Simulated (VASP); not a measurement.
Method: PBEsol GGA, VASP's PBE PAW potentials (set 64) (plane waves; VASP).

A VASP calculation is set up with these files.

File KPOINTS:
```
Automatic mesh
0
Gamma
5 5 2
0 0 0
```

### INCAR
```
ALGO=Normal
EDIFF=1E-6
EDIFFG=-0.02
ENCUT=400
GGA=PS
IBRION=2
ISIF=3
ISMEAR=0
LASPH=T
LCHARG=F
LMAXMIX=6
LREAL=F
LWAVE=F
NELM=100
NSW=60
PREC=Accurate
SIGMA=0.05
SYSTEM=Cd3HgTe4
```

**POSCAR**
```
Cd3HgTe4
1
   -0.0000000000     3.2553090624     3.2553090624
    3.2553090624    -0.0000000000     3.2553090624
   13.0257362914    13.0257362914    -0.0045000417
Hg Te Cd
1 4 3
Direct
  0.0000397385   0.0000397385   0.9999701961
  0.2497740328   0.2497740328   0.0626694754
  0.2500811909   0.2500811909   0.3124391069
  0.2500450006   0.2500450006   0.5624662496
  0.2502398533   0.2502398533   0.8123201100
  0.9999480115   0.9999480115   0.2500389914
  0.9999684773   0.9999684773   0.5000236420
  0.9999036951   0.9999036951   0.7500722286
```

POTCAR, in this order: Hg Te Cd (PBE.64 set). Program: vasp_std.

The resulting files:

OSZICAR:
```
       N       E                     dE             d eps       ncg     rms          rms(c)
DAV:   1     0.416502553259E+03    0.41650E+03   -0.28038E+04  1548   0.119E+03
DAV:   2     0.230815318270E+01   -0.41419E+03   -0.40572E+03  1736   0.309E+02
DAV:   3    -0.214224431289E+02   -0.23731E+02   -0.23625E+02  1785   0.748E+01
DAV:   4    -0.217857722010E+02   -0.36333E+00   -0.36299E+00  1906   0.804E+00
DAV:   5    -0.217902988068E+02   -0.45266E-02   -0.45260E-02  1774   0.978E-01    0.120E+01
DAV:   6    -0.208321869382E+02    0.95811E+00   -0.24869E+00  1705   0.127E+01    0.958E+00
DAV:   7    -0.207884376040E+02    0.43749E-01   -0.98048E-01  1675   0.397E+00    0.333E+00
DAV:   8    -0.207781278496E+02    0.10310E-01   -0.98846E-02  1692   0.250E+00    0.137E+00
DAV:   9    -0.207777577263E+02    0.37012E-03   -0.99015E-03  1740   0.668E-01    0.498E-01
DAV:  10    -0.207773242363E+02    0.43349E-03   -0.24508E-03  1726   0.311E-01    0.119E-01
DAV:  11    -0.207773355298E+02   -0.11294E-04   -0.56975E-04  1655   0.139E-01    0.408E-02
DAV:  12    -0.207773436025E+02   -0.80727E-05   -0.40165E-05  1765   0.344E-02    0.228E-02
DAV:  13    -0.207773510540E+02   -0.74515E-05   -0.78963E-06  1652   0.194E-02    0.155E-02
DAV:  14    -0.207773569407E+02   -0.58867E-05   -0.66923E-06  1269   0.943E-03    0.223E-03
DAV:  15    -0.207773571656E+02   -0.22492E-06   -0.23432E-07   991   0.279E-03
   1 F= -.20777357E+02 E0= -.20777078E+02  d E =-.207774E+02
       N       E                     dE             d eps       ncg     rms          rms(c)
DAV:   1    -0.208681933714E+02   -0.90836E-01   -0.19502E+00  1641   0.105E+01    0.218E+00
DAV:   2    -0.207894199384E+02    0.78773E-01   -0.23813E-01  1627   0.445E+00    0.678E-01
DAV:   3    -0.207820406225E+02    0.73793E-02   -0.22234E-02  1703   0.859E-01    0.629E-01
DAV:   4    -0.207805776913E+02    0.14629E-02   -0.22766E-03  1628   0.254E-01    0.193E-01
DAV:   5    -0.207801233971E+02    0.45429E-03   -0.16034E-03  1776   0.282E-01    0.933E-02
DAV:   6    -0.207801336442E+02   -0.10247E-04   -0.10199E-04  1706   0.698E-02    0.608E-02
DAV:   7    -0.207801294477E+02    0.41965E-05   -0.20564E-05  1822   0.298E-02    0.252E-02
DAV:   8    -0.207801312368E+02   -0.17891E-05   -0.79526E-06  1665   0.135E-02    0.681E-03
DAV:   9    -0.207801312504E+02   -0.13626E-07   -0.41072E-07   912   0.373E-03
   2 F= -.20780131E+02 E0= -.20779989E+02  d E =-.277408E-02
       N       E                     dE             d eps       ncg     rms          rms(c)
DAV:   1    -0.207843650611E+02   -0.42338E-02   -0.89230E-02  1658   0.227E+00    0.478E-01
DAV:   2    -0.207808204601E+02    0.35446E-02   -0.10546E-02  1627   0.941E-01    0.152E-01
DAV:   3    -0.207804740255E+02    0.34643E-03   -0.97798E-04  1689   0.183E-01    0.141E-01
DAV:   4    -0.207803877101E+02    0.86315E-04   -0.11070E-04  1622   0.512E-02    0.410E-02
DAV:   5    -0.207803613682E+02    0.26342E-04   -0.73523E-05  1770   0.615E-02    0.199E-02
DAV:   6    -0.207803610682E+02    0.29995E-06   -0.46773E-06  1562   0.152E-02
   3 F= -.20780361E+02 E0= -.20780194E+02  d E =-.300390E-02
       N       E                     dE             d eps       ncg     rms          rms(c)
DAV:   1    -0.207804562093E+02   -0.94841E-04   -0.21109E-03  1666   0.346E-01    0.739E-02
DAV:   2    -0.207803693881E+02    0.86821E-04   -0.26185E-04  1642   0.148E-01    0.248E-02
DAV:   3    -0.207803605504E+02    0.88377E-05   -0.24324E-05  1734   0.285E-02    0.224E-02
DAV:   4    -0.207803572655E+02    0.32849E-05   -0.27200E-06  1179   0.842E-03    0.675E-03
DAV:   5    -0.207803558715E+02    0.13940E-05   -0.18593E-06   858   0.988E-03    0.299E-03
DAV:   6    -0.207803557179E+02    0.15353E-06   -0.27129E-07   849   0.370E-03
   4 F= -.20780356E+02 E0= -.20780185E+02  d E =-.299855E-02
       N       E                     dE             d eps       ncg     rms          rms(c)
DAV:   1    -0.207803785965E+02   -0.22725E-04   -0.44976E-04  1650   0.161E-01    0.338E-02
DAV:   2    -0.207803602596E+02    0.18337E-04   -0.52386E-05  1633   0.662E-02    0.103E-02
DAV:   3    -0.207803587805E+02    0.14791E-05   -0.48472E-06  1446   0.130E-02    0.984E-03
DAV:   4    -0.207803590537E+02   -0.27327E-06   -0.62157E-07   834   0.393E-03
   5 F= -.20780359E+02 E0= -.20780190E+02  d E =-.300189E-02
       N       E                     dE             d eps       ncg     rms          rms(c)
DAV:   1    -0.207805648307E+02   -0.20605E-03   -0.10428E-02  1560   0.502E-01    0.667E-02
DAV:   2    -0.207804857558E+02    0.79075E-04   -0.20869E-04  1807   0.949E-02    0.304E-02
DAV:   3    -0.207804545782E+02    0.31178E-04   -0.41048E-05  1781   0.346E-02    0.164E-02
DAV:   4    -0.207804473256E+02    0.72526E-05   -0.13083E-05  1788   0.206E-02    0.555E-03
DAV:   5    -0.207804471128E+02    0.21274E-06   -0.15420E-06  1005   0.822E-03
   6 F= -.20780447E+02 E0= -.20780281E+02  d E =-.880591E-04
       N       E                     dE             d eps       ncg     rms          rms(c)
DAV:   1    -0.207810866853E+02   -0.63936E-03   -0.50756E-02  1557   0.111E+00    0.147E-01
DAV:   2    -0.207807006172E+02    0.38607E-03   -0.10146E-03  1807   0.209E-01    0.672E-02
DAV:   3    -0.207805489573E+02    0.15166E-03   -0.19983E-04  1781   0.762E-02    0.363E-02
DAV:   4    -0.207805145774E+02    0.34380E-04   -0.63927E-05  1788   0.457E-02    0.122E-02
DAV:   5    -0.207805137453E+02    0.83213E-06   -0.79317E-06  1687   0.182E-02
   7 F= -.20780514E+02 E0= -.20780352E+02  d E =-.154692E-03
       N       E                     dE             d eps       ncg     rms          rms(c)
DAV:   1    -0.207806692364E+02   -0.15466E-03   -0.38942E-02  1575   0.903E-01    0.864E-02
DAV:   2    -0.207805879488E+02    0.81288E-04   -0.56897E-04  1767   0.172E-01    0.270E-02
DAV:   3    -0.207805781017E+02    0.98471E-05   -0.33740E-05  1744   0.335E-02    0.237E-02
DAV:   4    -0.207805768003E+02    0.13014E-05   -0.35496E-06  1274   0.953E-03    0.801E-03
DAV:   5    -0.207805771867E+02   -0.38634E-06   -0.18748E-06   881   0.864E-03
   8 F= -.20780577E+02 E0= -.20780422E+02  d E =-.634414E-04
```

### OUTCAR
```
------------------------ aborting loop because EDIFF is reached ----------------------------------------
  FORCE on cell =-STRESS in cart. coord.  units (eV):
  Direction    XX          YY          ZZ          XY          YZ          ZX
  --------------------------------------------------------------------------------------
  Total        0.0130978      0.0130978      0.0130978      0.0116759     -0.0116759     -0.0116759
  in kB        0.0766830      0.0766830      0.0766830      0.0683582     -0.0683582     -0.0683582
  external PRESSURE =       0.0766830 kB  Pullay stress =       0.0000000 kB
  volume of cell :      273.66
      direct lattice vectors                 reciprocal lattice vectors
    -0.000000000  3.249123677  3.249123677    -0.154027159  0.153748137  0.154027159
     3.249123677 -0.000000000  3.249123677     0.153748137 -0.154027159  0.154027159
    12.972993992 12.972993992  0.023500717     0.038576545  0.038576545 -0.038576545
 POSITION                                       TOTAL-FORCE (eV/Angst)
 -----------------------------------------------------------------------------------
     12.97244     12.97244      0.02405         0.000213      0.000213     -0.000213
      1.62711      1.62711      1.62201        -0.004793     -0.004793      0.004793
      4.86527      4.86527      1.63297        -0.001939     -0.001939      0.001939
      8.10830      8.10830      1.63907        -0.004229     -0.004229      0.004229
     11.34771     11.34771      1.64878        -0.001732     -0.001732      0.001732
      6.49470      6.49470      6.50180         0.010566      0.010566     -0.010566
      9.73582      9.73582      6.50980         0.003083      0.003083     -0.003083
     12.98036     12.98036      6.51439        -0.001170     -0.001170      0.001170
 -----------------------------------------------------------------------------------
    total drift:                                0.000700      0.000700     -0.000704
  FREE ENERGIE OF THE ION-ELECTRON SYSTEM (eV)
  ---------------------------------------------------
  free  energy   TOTEN  =       -20.7805771867 eV

  energy  without entropy=      -20.7802670536  energy(sigma->0) =      -20.78042212

 reached required accuracy - stopping structural energy minimisation
```
(Selected blocks of OUTCAR.)

CONTCAR:
```
Cd3HgTe4
   1.00000000000000
    -0.0000000000000640    3.2491236772421983    3.2491236772423262
     3.2491236772421983   -0.0000000000000640    3.2491236772423262
    12.9729939915927126   12.9729939915927126    0.0235007174756339
  Hg              Te              Cd
     1     4     3
Direct
     0.0000848562961000    0.0000848562961000    0.9999363577529264
     0.2493794219989530    0.2493794219989530    0.0629654335007835
     0.2501648708622077    0.2501648708622077    0.3123763469283439
     0.2501987009164450    0.2501987009164450    0.5623509743626637
     0.2507907992331162    0.2507907992331162    0.8119069005501662
     0.9996415588372879    0.9996415588372879    0.2502688308970326
     0.9999691506217935    0.9999691506217935    0.5000231370086580
     0.9997706412340966    0.9997706412340966    0.7501720189994262
```

The structure was generated: Cd3HgTe4 was put into an ordered model structure (R3m), which need not be its known phase. This run relaxes it. Symmetry was kept, so distortions that lower it aren't found. The start is the result of an earlier pass.
